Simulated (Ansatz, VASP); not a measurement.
# HfO2 in two plane-wave programs, part 2 of 3

Aim: how closely do two programs agree when they are given the same cell, functional and k mesh? The cell is taken from a series of runs on this material, whose earlier steps may have relaxed, scaled, displaced or heated it; both programs get it as it stands.

VASP 6.6.1 and Ansatz 0.2.0.

So far: Set-up; VASP: zone-centre phonons, PBE.

**2. VASP: zone-centre phonons, PBE (continued)**

Level of this step: PBE; plane waves and PAW (O, Hf_pv) (VASP).

OUTCAR, selected parts (step 2):

```text
ion  position               nearest neighbor table
   1  0.000  0.500  0.698-   5 2.07   5 2.07   6 2.39   6 2.39
   2  0.500  0.000  0.802-   6 2.07   6 2.07   5 2.39   5 2.39
   3  0.500  0.000  0.302-   5 2.07   5 2.07   6 2.39   6 2.39
   4  0.000  0.500  0.198-   6 2.07   6 2.07   5 2.39   5 2.39
   5  0.500  0.500  0.500-   1 2.07   3 2.07   3 2.07   1 2.07   2 2.39   2 2.39   4 2.39   4 2.39
                             6 3.64   6 3.64   6 3.64   6 3.64   6 3.64   6 3.64   6 3.64   6 3.64
   6  0.000  0.000  0.000-   2 2.07   4 2.07   4 2.07   2 2.07   1 2.39   3 2.39   1 2.39   3 2.39
                             5 3.64   5 3.64   5 3.64   5 3.64   5 3.64   5 3.64   5 3.64   5 3.64

  LATTYP: Found a simple tetragonal cell.
 ALAT       =     3.5872434298
 C/A-ratio  =     1.4524927006

 Subroutine GETGRP returns: Found 16 space group operations
 (whereof  8 operations were pure point group operations)

The static configuration has the point symmetry D_2d.
 The point group associated with its full space group is D_4h.

 Found     45 irreducible k-points:

   k-points           NKPTS =     45   k-points in BZ     NKDIM =     45   number of bands    NBANDS=     28

   dimension x,y,z NGX =    30 NGY =   30 NGZ =   42
   dimension x,y,z NGXF=    60 NGYF=   60 NGZF=   84

   ENCUT  =  600.0 eV  44.10 Ry    6.64 a.u.   7.16  7.16 10.41*2*pi/ulx,y,z

   NELECT =      44.0000    total number of electrons

 k-points in reciprocal lattice and weights: Automatic mesh
   0.00000000  0.00000000  0.00000000       0.004
   0.12500000  0.00000000  0.00000000       0.016
   0.25000000  0.00000000  0.00000000       0.016
   0.37500000  0.00000000  0.00000000       0.016
   0.50000000  0.00000000  0.00000000       0.008
   0.12500000  0.12500000  0.00000000       0.016
   0.25000000  0.12500000  0.00000000       0.031
   0.37500000  0.12500000  0.00000000       0.031
   0.50000000  0.12500000  0.00000000       0.016
[...]
0.50000000  0.37500000  0.50000000       0.016
   0.50000000  0.50000000  0.50000000       0.004

 average (electrostatic) potential at core
       1 -69.9720       2 -69.9720       3 -69.9720       4 -69.9720       5 -37.5583
       6 -37.5583

[...]
2     0.00000     5.50923     0.00000
    3     0.00000     0.00000     4.79424

 Eigenvectors and eigenvalues of the dynamical matrix
 ----------------------------------------------------

   1 f  =   19.674249 THz   123.616951 2PiTHz  656.262298 cm-1    81.366118 meV
             X         Y         Z           dx          dy          dz
      0.000000  1.793622  3.635356    -0.078566    0.026295    0.000000
      1.793622  0.000000  4.180311     0.078566   -0.026295    0.000000
      1.793622  0.000000  1.575089    -0.002957    0.698568   -0.000000
      0.000000  1.793622  1.030134     0.002957   -0.698568   -0.000000
      1.793622  1.793622  2.605222     0.008005   -0.071178    0.000000
      0.000000  0.000000  0.000000    -0.008005    0.071178   -0.000000

   2 f  =   19.674249 THz   123.616951 2PiTHz  656.262298 cm-1    81.366118 meV
             X         Y         Z           dx          dy          dz
      0.000000  1.793622  3.635356     0.698568    0.002957   -0.000000
      1.793622  0.000000  4.180311    -0.698568   -0.002957    0.000000
      1.793622  0.000000  1.575089     0.026295    0.078566    0.000000
      0.000000  1.793622  1.030134    -0.026295   -0.078566   -0.000000
      1.793622  1.793622  2.605222    -0.071178   -0.008005    0.000000
      0.000000  0.000000  0.000000     0.071178    0.008005    0.000000

   3 f  =   19.282987 THz   121.158578 2PiTHz  643.211199 cm-1    79.747989 meV
             X         Y         Z           dx          dy          dz
      0.000000  1.793622  3.635356    -0.000000    0.000000   -0.500000
      1.793622  0.000000  4.180311     0.000000   -0.000000   -0.500000
      1.793622  0.000000  1.575089    -0.000000    0.000000    0.500000
      0.000000  1.793622  1.030134    -0.000000   -0.000000    0.500000
      1.793622  1.793622  2.605222     0.000000    0.000000   -0.000000
      0.000000  0.000000  0.000000    -0.000000   -0.000000    0.000000

   4 f  =   17.515397 THz   110.052483 2PiTHz  584.250742 cm-1    72.437827 meV
             X         Y         Z           dx          dy          dz
      0.000000  1.793622  3.635356     0.000000    0.000000   -0.490049
      1.793622  0.000000  4.180311    -0.000000   -0.000000    0.490049
      1.793622  0.000000  1.575089    -0.000000   -0.000000   -0.490049
      0.000000  1.793622  1.030134     0.000000    0.000000    0.490049
      1.793622  1.793622  2.605222    -0.000000    0.000000    0.140374
      0.000000  0.000000  0.000000    -0.000000    0.000000   -0.140374

   5 f  =   13.446621 THz    84.487610 2PiTHz  448.530987 cm-1    55.610730 meV
             X         Y         Z           dx          dy          dz
      0.000000  1.793622  3.635356    -0.667700    0.012514    0.000000
      1.793622  0.000000  4.180311    -0.667700    0.012514   -0.000000
      1.793622  0.000000  1.575089     0.065882   -0.126825   -0.000000
      0.000000  1.793622  1.030134     0.065882   -0.126825    0.000000
      1.793622  1.793622  2.605222     0.180072    0.034203    0.000000
      0.000000  0.000000  0.000000     0.180072    0.034203   -0.000000

   6 f  =   13.446621 THz    84.487610 2PiTHz  448.530987 cm-1    55.610730 meV
             X         Y         Z           dx          dy          dz
      0.000000  1.793622  3.635356    -0.126825   -0.065882    0.000000
      1.793622  0.000000  4.180311    -0.126825   -0.065882   -0.000000
      1.793622  0.000000  1.575089     0.012514    0.667700    0.000000
      0.000000  1.793622  1.030134     0.012514    0.667700    0.000000
      1.793622  1.793622  2.605222     0.034203   -0.180072    0.000000
      0.000000  0.000000  0.000000     0.034203   -0.180072   -0.000000

   7 f  =   13.066327 THz    82.098155 2PiTHz  435.845759 cm-1    54.037963 meV
             X         Y         Z           dx          dy          dz
      0.000000  1.793622  3.635356    -0.033039    0.096127   -0.000000
      1.793622  0.000000  4.180311     0.033039   -0.096127    0.000000
      1.793622  0.000000  1.575089     0.696476   -0.004560    0.000000
      0.000000  1.793622  1.030134    -0.696476    0.004560   -0.000000
      1.793622  1.793622  2.605222    -0.066957   -0.009241    0.000000
      0.000000  0.000000  0.000000     0.066957    0.009241    0.000000

   8 f  =   13.066327 THz    82.098155 2PiTHz  435.845759 cm-1    54.037963 meV
             X         Y         Z           dx          dy          dz
      0.000000  1.793622  3.635356    -0.004560   -0.696476   -0.000000
      1.793622  0.000000  4.180311     0.004560    0.696476    0.000000
      1.793622  0.000000  1.575089     0.096127    0.033039    0.000000
      0.000000  1.793622  1.030134    -0.096127   -0.033039   -0.000000
      1.793622  1.793622  2.605222    -0.009241    0.066957    0.000000
      0.000000  0.000000  0.000000     0.009241   -0.066957    0.000000

   9 f  =    9.192071 THz    57.755485 2PiTHz  306.614484 cm-1    38.015334 meV
             X         Y         Z           dx          dy          dz
      0.000000  1.793622  3.635356    -0.000000   -0.000000   -0.460522
      1.793622  0.000000  4.180311    -0.000000   -0.000000   -0.460522
      1.793622  0.000000  1.575089     0.000000    0.000000   -0.460522
      0.000000  1.793622  1.030134    -0.000000    0.000000   -0.460522
      1.793622  1.793622  2.605222     0.000000   -0.000000    0.275388
      0.000000  0.000000  0.000000    -0.000000    0.000000    0.275388

  10 f  =    8.949210 THz    56.229545 2PiTHz  298.513516 cm-1    37.010942 meV
             X         Y         Z           dx          dy          dz
      0.000000  1.793622  3.635356     0.000000   -0.000000    0.500000
      1.793622  0.000000  4.180311    -0.000000    0.000000   -0.500000
      1.793622  0.000000  1.575089     0.000000   -0.000000   -0.500000
      0.000000  1.793622  1.030134     0.000000   -0.000000    0.500000
      1.793622  1.793622  2.605222    -0.000000   -0.000000    0.000000
      0.000000  0.000000  0.000000    -0.000000    0.000000    0.000000

  11 f  =    6.483526 THz    40.737197 2PiTHz  216.267158 cm-1    26.813698 meV
             X         Y         Z           dx          dy          dz
      0.000000  1.793622  3.635356     0.000000    0.000000    0.099260
      1.793622  0.000000  4.180311     0.000000   -0.000000   -0.099260
      1.793622  0.000000  1.575089     0.000000   -0.000000    0.099260
      0.000000  1.793622  1.030134     0.000000   -0.000000   -0.099260
      1.793622  1.793622  2.605222    -0.000000    0.000000    0.693033
      0.000000  0.000000  0.000000     0.000000   -0.000000   -0.693033

  12 f  =    2.890518 THz    18.161658 2PiTHz   96.417290 cm-1    11.954215 meV
             X         Y         Z           dx          dy          dz
      0.000000  1.793622  3.635356     0.055179    0.042030    0.000000
      1.793622  0.000000  4.180311    -0.055179   -0.042030    0.000000
      1.793622  0.000000  1.575089     0.056694    0.040907   -0.000000
      0.000000  1.793622  1.030134    -0.056694   -0.040907    0.000000
      1.793622  1.793622  2.605222     0.562499    0.417008    0.000000
      0.000000  0.000000  0.000000    -0.562499   -0.417008    0.000000

  13 f  =    2.890518 THz    18.161658 2PiTHz   96.417290 cm-1    11.954215 meV
             X         Y         Z           dx          dy          dz
      0.000000  1.793622  3.635356     0.040907   -0.056694   -0.000000
      1.793622  0.000000  4.180311    -0.040907    0.056694    0.000000
      1.793622  0.000000  1.575089     0.042030   -0.055179    0.000000
      0.000000  1.793622  1.030134    -0.042030    0.055179   -0.000000
      1.793622  1.793622  2.605222     0.417008   -0.562499   -0.000000
      0.000000  0.000000  0.000000    -0.417008    0.562499   -0.000000
    [... 43 further lines ...]
      1.793622  1.793622  2.605222    -0.626970   -0.181934    0.000000
      0.000000  0.000000  0.000000    -0.626970   -0.181934    0.000000

 MACROSCOPIC STATIC DIELECTRIC TENSOR IONIC CONTRIBUTION
 ------------------------------------------------------
         161.907901     0.000000     0.000000
           0.000000   161.907901    -0.000000
           0.000000    -0.000000    13.243030
 ------------------------------------------------------

 ELASTIC MODULI CONTR FROM IONIC RELAXATION (kBar)
 Direction    XX          YY          ZZ          XY          YZ          ZX
 --------------------------------------------------------------------------------
 XX        -766.5660    302.7900   -583.5144      0.0000     -0.0000     -0.0000
 YY         302.7900   -766.5660   -583.5144      0.0000     -0.0000     -0.0000
 ZZ        -583.5144   -583.5144  -1468.3339      0.0000     -0.0000     -0.0000
 XY           0.0000      0.0000      0.0000      0.0000      0.0000      0.0000
 YZ          -0.0000     -0.0000     -0.0000      0.0000   -697.8947      0.0000
 ZX          -0.0000     -0.0000     -0.0000      0.0000      0.0000   -722.1373
 --------------------------------------------------------------------------------

 PIEZOELECTRIC TENSOR IONIC CONTR  for field in x, y, z        (C/m^2)
          XX          YY          ZZ          XY          YZ          ZX
  --------------------------------------------------------------------------------
  x    -0.00000    -0.00000    -0.00000     0.00000     0.00000     0.00000
  y    -0.00000    -0.00000    -0.00000     0.00000     0.00000    -0.00000
  z     0.00000    -0.00000    -0.00000     0.00000    -0.00000    -0.00000
```

(Continued in part 3 of 3.)

[Lines on the potential files, build, host, timing and source positions are cut from VASP's logs without a mark.]

[Logs are printed without paths, hosts, clocks, repeated set-up lines and the standing remarks that a program may print on its own settings, such as how far it seeks lower states.]

[Hosts, paths, dates, database ids (printed as entryN), source tags and the programs' standing remarks are cut or masked in the printed files.]
